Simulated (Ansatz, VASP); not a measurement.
# Cross-check of SnGeC2 (CuAu-ordered zincblende type (invented)) between VASP and Ansatz, part 2 of 3

One calculation is typed for both programs; each brings its own data sets. How far apart do they land? The cell is generated by rule, not measured, and may not be a known phase. The cell is taken from a series of runs on this material, whose earlier steps may have relaxed, scaled, displaced or heated it; both programs get it as it stands.

VASP 6.6.1 and Ansatz 0.2.0.

So far: The starting structure; Ansatz: relaxation of cell and atoms, PBEsol, pair 1.

## (3) VASP: relaxation of cell and atoms, PBEsol, pair 1

Level of this step: PBEsol; plane waves and PAW (Ge_d, Sn_d, C); invented cell (VASP).

The same cell, functional and mesh now go to VASP, with its own data sets.

Lines of VASP's logs that name or quote its potential files are left out, and so is its time.

Input file INCAR:

```
SYSTEM = SnGeC2
PREC = Accurate
ENCUT = 600
EDIFF = 1E-07
NELM = 120
ISMEAR = 0
SIGMA = 0.01
LREAL = .FALSE.
ALGO = Normal
GGA = PS
NBANDS = 24
LORBIT = 11
LWAVE = .FALSE.
LCHARG = .FALSE.
ISIF = 3
IBRION = 2
NSW = 80
EDIFFG = -0.005
LASPH = .TRUE.
GGA_COMPAT = .FALSE.
NELMIN = 4
EFERMI = MIDGAP
KPAR = 2
```

Input file POSCAR:

```
SnGeC2
1.0
    3.3850740000      0.0000000000      0.0000000000
    0.0000000000      3.3850740000      0.0000000000
    0.0000000000      0.0000000000      4.8266250000
Ge Sn C
1 1 2
Direct
    0.0000000000      0.0000000000      0.0000000000
    0.5000000000      0.5000000000      0.5000000000
    0.0000000000      0.5000000000      0.2249911688
    0.5000000000      0.0000000000      0.7750088312
```

Input file KPOINTS:

```
Automatic mesh
0
Gamma
8 8 6
0 0 0
```

The projector-augmented-wave data sets are Ge_d, Sn_d and C (PBE family, release 64).

Run with:

```bash
$ mpirun -np 2 vasp_std
```

Numbers of over 12 decimals in the logs are rounded to 6 here.

The program printed:

```text
[banner, memory and clock lines left out]
running    2 mpi-ranks, on    1 nodes
 distrk:  each k-point on    1 cores,    2 groups
 distr:  one band on    1 cores,    1 groups

 POSCAR found type information on POSCAR GeSnC
 POSCAR found :  3 types and       4 ions
|                                                                             |
|               ----> ADVICE to this user running VASP <----                  |
|                                                                             |
|     You enforced a specific xc type in the INCAR file but a different       |
|     [... a line on the potential file left out ...]
|     I HOPE YOU KNOW WHAT YOU ARE DOING!                                     |
|                                                                             |

 LDA part: xc-table for (Slater+PW92), standard interpolation
 POSCAR, INCAR and KPOINTS ok, starting setup
 FFT: planning ... GRIDC
 FFT: planning ... GRID_SOFT
 FFT: planning ... GRID
 WAVECAR not read
 entering main loop
       N       E                     dE             d eps       ncg     rms          rms(c)
DAV:   1     0.302128940618E+03    0.30213E+03   -0.19943E+04  3280   0.351E+03
DAV:   2     0.186262899732E+02   -0.28350E+03   -0.27371E+03  2944   0.691E+02
DAV:   3    -0.271231264521E+02   -0.45749E+02   -0.45401E+02  3384   0.183E+02
DAV:   4    -0.291060824049E+02   -0.19830E+01   -0.19793E+01  3472   0.424E+01
DAV:   5    -0.291574816502E+02   -0.51399E-01   -0.51375E-01  3488   0.696E+00    0.972E+00
DAV:   6    -0.259897037321E+02    0.31678E+01   -0.97947E+00  4072   0.263E+01    0.380E+00
DAV:   7    -0.259851854893E+02    0.45182E-02   -0.93459E-01  3280   0.533E+00    0.204E+00
DAV:   8    -0.259561340476E+02    0.29051E-01   -0.75832E-02  4136   0.333E+00    0.354E-01
DAV:   9    -0.259530529359E+02    0.30811E-02   -0.13017E-02  4152   0.125E+00    0.121E-01
DAV:  10    -0.259532329105E+02   -0.17997E-03   -0.15949E-03  4304   0.442E-01    0.583E-02
DAV:  11    -0.259532481020E+02   -0.15192E-04   -0.11513E-04  4024   0.107E-01    0.143E-02
DAV:  12    -0.259532477699E+02    0.33212E-06   -0.17080E-05  3864   0.687E-02    0.233E-03
DAV:  13    -0.259532478533E+02   -0.83395E-07   -0.11083E-06  3808   0.997E-03    0.167E-03
DAV:  14    -0.259532477609E+02    0.92378E-07   -0.83992E-08  2272   0.466E-03
   1 F= -.25953248E+02 E0= -.25953248E+02  d E =-.259532E+02
[...]
2 F= -.25953255E+02 E0= -.25953255E+02  d E =-.702205E-05
[...]
3 F= -.25953264E+02 E0= -.25953264E+02  d E =-.165392E-04
[...]
4 F= -.25953264E+02 E0= -.25953264E+02  d E =-.164452E-04
[...]
5 F= -.25953264E+02 E0= -.25953264E+02  d E =-.164808E-04
[...]
6 F= -.25953264E+02 E0= -.25953264E+02  d E =-.164871E-04
[...]
7 F= -.25953264E+02 E0= -.25953264E+02  d E =-.164903E-04
 curvature:  -0.03 expect dE=-0.912E-07 dE for cont linesearch -0.159E-08
 ZBRENT: accuracy reached
 trial: gam= 0.02409 g(F)=  0.286E-05 g(S)=  0.371E-06 ort = 0.182E-05 (trialstep = 0.908E+00)
 search vector abs. value=  0.335E-05
 bond charge predicted
       N       E                     dE             d eps       ncg     rms          rms(c)
DAV:   1    -0.259532665504E+02   -0.23140E-05   -0.29733E-04  2896   0.128E-01    0.722E-03
DAV:   2    -0.259532661355E+02    0.41488E-06   -0.61321E-06  3792   0.272E-02    0.354E-03
DAV:   3    -0.259532657613E+02    0.37426E-06   -0.67851E-07  3800   0.127E-02    0.958E-04
DAV:   4    -0.259532657052E+02    0.56069E-07   -0.13046E-07  2320   0.335E-03
   8 F= -.25953266E+02 E0= -.25953266E+02  d E =-.145401E-05
 trial-energy change:   -0.000001  1 .order   -0.000001   -0.000003    0.000000
 step:   0.8733(harm=  0.8733)  dis= 0.00024  next Energy=   -25.953266 (dE=-0.143E-05)
 reached required accuracy - stopping structural energy minimisation
```

From OUTCAR (step 3):

```text
ion  position               nearest neighbor table
   1  0.000  0.000  0.000-   3 2.01   4 2.01   3 2.01   4 2.01
   2  0.500  0.500  0.500-   3 2.15   4 2.15   4 2.15   3 2.15
   3  0.000  0.500  0.225-   1 2.01   1 2.01   2 2.15   2 2.15
   4  0.500  0.000  0.775-   1 2.01   1 2.01   2 2.15   2 2.15

  LATTYP: Found a simple tetragonal cell.
 ALAT       =     3.3850740000
 C/A-ratio  =     1.4258550921

 Subroutine GETGRP returns: Found  8 space group operations
 (whereof  8 operations were pure point group operations)

The static configuration has the point symmetry D_2d.

 Found     60 irreducible k-points:

   k-points           NKPTS =     60   k-points in BZ     NKDIM =     60   number of bands    NBANDS=     24

   dimension x,y,z NGX =    28 NGY =   28 NGZ =   40
   dimension x,y,z NGXF=    56 NGYF=   56 NGZF=   80

   ENCUT  =  600.0 eV  44.10 Ry    6.64 a.u.   6.76  6.76  9.64*2*pi/ulx,y,z

   NELECT =      36.0000    total number of electrons

 k-points in reciprocal lattice and weights: Automatic mesh
   0.00000000  0.00000000  0.00000000       0.003
   0.12500000  0.00000000  0.00000000       0.010
   0.25000000  0.00000000  0.00000000       0.010
   0.37500000  0.00000000  0.00000000       0.010
   0.50000000  0.00000000  0.00000000       0.005
   0.12500000  0.12500000  0.00000000       0.010
   0.25000000  0.12500000  0.00000000       0.021
   0.37500000  0.12500000  0.00000000       0.021
   0.50000000  0.12500000  0.00000000       0.010
[...]
0.50000000  0.37500000  0.50000000       0.010
   0.50000000  0.50000000  0.50000000       0.003

 average (electrostatic) potential at core
       1 -71.0216       2 -98.5077       3 -46.6477       4 -46.6477

 E-fermi :   8.3581

 k-point     1 :       0.0000    0.0000    0.0000
  band No.  band energies     occupation
    ...
     14       4.2017      2.00000
     15       4.2017      2.00000
     16       7.3655      2.00000
     17       7.7351      2.00000
     18       7.7351      2.00000
     19       9.2772      0.00000
     20       9.3666      0.00000
     21      10.9518      0.00000
     22      13.7261      0.00000
     23      13.7300      0.00000
    ...

 k-point     2 :       0.1250    0.0000    0.0000
  band No.  band energies     occupation
    ...
     14       3.4032      2.00000
     15       4.3453      2.00000
     16       6.5744      2.00000
     17       7.1459      2.00000
     18       7.6746      2.00000
     19       9.5857      0.00000
     20      10.1746      0.00000
     21      11.6599      0.00000
     22      13.4651      0.00000
     23      13.8754      0.00000
    ...

 k-point     3 :       0.2500    0.0000    0.0000
  band No.  band energies     occupation
    ...
     14       2.4256      2.00000
     15       4.7490      2.00000
     16       4.7676      2.00000
     17       6.0943      2.00000
     18       7.4628      2.00000
     19      10.1004      0.00000
     20      11.1846      0.00000
     21      13.1331      0.00000
     22      13.4968      0.00000
     23      14.2571      0.00000
    ...

  Total       -0.0067170     -0.0067170     -0.0039097      0.0000000     -0.0000000      0.0000000
  in kB       -0.1947144     -0.1947144     -0.1133374      0.0000000     -0.0000000      0.0000000
  external PRESSURE =      -0.1675887 kB  Pullay stress =       0.0000000 kB

  energy-cutoff  :      600.00
  volume of cell :       55.27
      direct lattice vectors                 reciprocal lattice vectors
     3.384203933  0.000000000  0.000000000     0.295490467  0.000000000  0.000000000
     0.000000000  3.384203933 -0.000000000     0.000000000  0.295490467  0.000000000
     0.000000000 -0.000000000  4.825838783     0.000000000  0.000000000  0.207217863

 POSITION                                       TOTAL-FORCE (eV/Angst)
 -----------------------------------------------------------------------------------
      3.38420      3.38420     -0.00000         0.000000      0.000000      0.000000
      1.69210      1.69210      2.41292        -0.000000      0.000000      0.000000
      0.00000      1.69210      1.08529        -0.000000      0.000000     -0.000143
      1.69210     -0.00000      3.74055        -0.000000     -0.000000      0.000143
 -----------------------------------------------------------------------------------
    total drift:                                0.000000      0.000000      0.000000

  FREE ENERGIE OF THE ION-ELECTRON SYSTEM (eV)
  ---------------------------------------------------
  free  energy   TOTEN  =       -25.9532657052 eV

  energy  without entropy=      -25.9532657052  energy(sigma->0) =      -25.95326571

 reached required accuracy - stopping structural energy minimisation

 total charge
# of ion       s       p       d       tot
------------------------------------------
    1        1.050   1.301  10.180  12.530
    2        1.069   1.400  10.159  12.628
    3        0.834   1.525   0.000   2.359
    4        0.834   1.525   0.000   2.359
--------------------------------------------------
tot          3.787   5.750  20.339  29.876

[... 3 further parts left out ...]
```

CONTCAR:

```
SnGeC2
   1.00000000000000
     3.3842039334938829    0.0000000000000000    0.0000000000000000
     0.0000000000000000    3.3842039334938829   -0.0000000000000000
     0.0000000000000000   -0.0000000000000000    4.8258387828531584
  Ge              Sn              C
     1     1     2
Direct
     1.0000000000000000    1.0000000000000000    0.0000000000000000
     0.5000000000000000    0.5000000000000000    0.5000000000000000
     0.0000000000000000    0.5000000000000000    0.2248905505151651
     0.5000000000000000    0.0000000000000000    0.7751094494848351
```

The run keeps the 8 symmetry operations of its start, so it cannot find a distortion of lower symmetry.

## (4) Differences

Known differences besides the potentials themselves: fixed occupations in Ansatz, narrow Gaussian smearing in VASP; the cutoff is 420 eV in Ansatz and 600 eV in VASP; Ansatz makes its cores anew for this functional, VASP keeps those of its PBE data sets; Ansatz adds a Pulay correction to the stress that steers its cell, VASP none. Total energies have different zeros and are not compared.

Both answers:

```csv
quantity,Ansatz,VASP,difference
volume (Å³),55.31,55.27,+0.07 %
"edge a after relaxation, in the typed setting (Å)",3.385,3.384,+0.03 %
"edge c after relaxation, in the typed setting (Å)",4.827,4.826,+0.02 %
```

## (5) VASP: relaxation of cell and atoms, PBEsol, pair 2

The relaxed volume is the usual yardstick between codes: in a stiff, nearly cubic crystal its relative difference is about their pressure difference at one cell divided by the bulk modulus.

Changes to INCAR since step 3:

```diff
@@ -6,3 +6,3 @@
 ISMEAR = 0
-SIGMA = 0.01
+SIGMA = 0.1
 LREAL = .FALSE.
```

Input file POSCAR:

```
SnGeC2
1.0
    3.4047900000      0.0000000000      0.0000000000
    0.0000000000      3.4047900000      0.0000000000
    0.0000000000      0.0000000000      4.8151000000
Ge Sn C
1 1 2
Direct
    0.0000000000      0.0000000000      0.0000000000
    0.5000000000      0.5000000000      0.5000000000
    0.0000000000      0.5000000000      0.2500000000
    0.5000000000      0.0000000000      0.7500000000
```

Input file KPOINTS:

```
Automatic mesh
0
Gamma
6 6 4
0 0 0
```

Run with:

```bash
$ mpirun -np 2 vasp_std
```

The program printed:

```text
[banner, memory and clock lines left out]
running    2 mpi-ranks, on    1 nodes
[...]
[... a notice as in an earlier step ...]

 LDA part: xc-table for (Slater+PW92), standard interpolation
 POSCAR, INCAR and KPOINTS ok, starting setup
[...]
entering main loop
       N       E                     dE             d eps       ncg     rms          rms(c)
DAV:   1     0.305655998092E+03    0.30566E+03   -0.19876E+04  1632   0.351E+03
DAV:   2     0.193529901377E+02   -0.28630E+03   -0.27639E+03  1496   0.720E+02
DAV:   3    -0.267468357148E+02   -0.46100E+02   -0.45751E+02  1712   0.185E+02
DAV:   4    -0.287853460576E+02   -0.20385E+01   -0.20338E+01  1736   0.426E+01
[...]
DAV:  11    -0.256477135686E+02   -0.23208E-04   -0.12350E-04  2016   0.114E-01    0.146E-02
DAV:  12    -0.256477145523E+02   -0.98373E-06   -0.14564E-05  1968   0.482E-02    0.202E-03
DAV:  13    -0.256477146122E+02   -0.59837E-07   -0.90893E-07  1800   0.984E-03
   1 F= -.25647715E+02 E0= -.25647715E+02  d E =-.256477E+02
[... from here on, the cycles between the ionic steps are left out ...]
   2 F= -.25926506E+02 E0= -.25926506E+02  d E =-.278791E+00
   3 F= -.25926776E+02 E0= -.25926776E+02  d E =-.279061E+00
   4 F= -.25933475E+02 E0= -.25933475E+02  d E =-.669924E-02
   5 F= -.25944691E+02 E0= -.25944691E+02  d E =-.179153E-01
   6 F= -.25945585E+02 E0= -.25945585E+02  d E =-.893805E-03
   7 F= -.25945739E+02 E0= -.25945739E+02  d E =-.104820E-02
   8 F= -.25945739E+02 E0= -.25945739E+02  d E =-.104820E-02
   9 F= -.25945765E+02 E0= -.25945765E+02  d E =-.257528E-04
  10 F= -.25945766E+02 E0= -.25945766E+02  d E =-.273707E-04
  11 F= -.25945766E+02 E0= -.25945766E+02  d E =-.273086E-04
[...]
reached required accuracy - stopping structural energy minimisation
```

OUTCAR, selected parts (step 5):

```text
  Total       -0.0199761     -0.0199761     -0.0188816      0.0000000      0.0000000      0.0000000
  in kB       -0.5790352     -0.5790352     -0.5473121      0.0000000      0.0000000      0.0000000
  external PRESSURE =      -0.5684608 kB  Pullay stress =       0.0000000 kB

 POSITION                                       TOTAL-FORCE (eV/Angst)
 -----------------------------------------------------------------------------------
      0.00000      0.00000      0.00000         0.000000      0.000000      0.000000
      1.69262      1.69262      2.41161        -0.000000     -0.000000      0.000000
      0.00000      1.69262      1.08467        -0.000000      0.000000     -0.003827
      1.69262     -0.00000      3.73856        -0.000000     -0.000000      0.003827
 -----------------------------------------------------------------------------------
    total drift:                                0.000000      0.000000      0.000000

  FREE ENERGIE OF THE ION-ELECTRON SYSTEM (eV)
  ---------------------------------------------------
  free  energy   TOTEN  =       -25.9457663971 eV

  energy  without entropy=      -25.9457663971  energy(sigma->0) =      -25.94576640

[... 1 part as in an earlier step ...]

[... 3 further parts left out ...]
[key lines of the parts left out:]
E-fermi :   8.3592
```

## (6) Ansatz: relaxation of cell and atoms, PBEsol, pair 2

The same cell, functional, mesh and smearing now go to Ansatz, which takes its cutoff from its data sets.

The cell is taken from a series of runs on this material, whose earlier steps may have relaxed, scaled, displaced or heated it; both programs get it as it stands.

Input file input.yaml:

```yaml
crystal:
  lattice:
    - [3.40479, 0.0, 0.0]
    - [0.0, 3.40479, 0.0]
    - [0.0, 0.0, 4.8151]
  atoms:
    - { symbol: Ge, position: [0.0, 0.0, 0.0] }
    - { symbol: Sn, position: [0.5, 0.5, 0.5] }
    - { symbol: C, position: [0.0, 0.5, 0.25] }
    - { symbol: C, position: [0.5, 0.0, 0.75] }
kpoints:
  mp_grid: { grid: [6, 6, 4] }
hamiltonian:
  xc: pbesol
scf:
  occupations: { method: gaussian, width: 0.1 }
output:
  forces: true
  stress: true
  eigenvalues: true
relax:
  adjacent_minimum: "off"
  f_tol: 0.05
  max_steps: 80
  cell: { stress_tol: 0.5 }
```

Run with:

```bash
$ ansatz run input.yaml --threads 2 --pin off --max-ram 5120MiB --backend cpu --events-out ev --progress --plain --runs-dir out
```

The program printed:

```text
[...]
Crystal: 4 atoms, lattice volume = 55.820 Å³
Basis set: ecut = 420 eV, 1061 PW (Γ), exchange–correlation on 48×48×72 points (8 copies of the dense FFT grid, shifted against one another)
Bands: 22, of which v1, the nominal top of the filled ones, is band 18 counted from 1 (17 counted from 0)
Symmetry: 8 space group operations
[...]
k-points: 30 of 144 (time reversal used)
[...]
--- Relaxed structure (4 steps of the walk, 4 accepted, 1 SCFs on fresh bases) ---
[...]
cell:  # Å, volume = 55.2986 Å³
    - [3.386955, 0, 0]
    - [0.0, 3.386955, 0.0]
    - [0, 0.0, 4.820534]
  atoms:
    - { symbol: Ge, position: [0, 0, -1.8013369150970979e-19] }
    - { symbol: Sn, position: [0.5, 0.5, 0.5] }
    - { symbol: C, position: [0, 0.5, 0.224957] }
    - { symbol: C, position: [0.5, 0, 0.775043] }
[key lines of the parts left out:]
SCF converged after 6 iterations
Free energy (F): -10694.100551 eV
Fermi energy:    11.889784 eV
P = ⅓ Tr σ = -0.0043 GPa (-0.043 kbar)
```

## (7) Comparison

Both answers:

```
                                         quantity  Ansatz   VASP  difference
                                      volume (Å³)   55.30  55.27     +0.05 %
edge a after relaxation, in the typed setting (Å)   3.387  3.385     +0.05 %
edge c after relaxation, in the typed setting (Å)   4.821  4.823     -0.06 %
```

(Continued in part 3 of 3.)

[Lines on the potential files, build, host, timing and source positions are cut from VASP's logs without a mark.]

[Logs are printed without paths, hosts, clocks, repeated set-up lines and the standing remarks that a program may print on its own settings, such as how far it seeks lower states.]

[Hosts, paths, dates, database ids (printed as entryN), source tags and the programs' standing remarks are cut or masked in the printed files.]
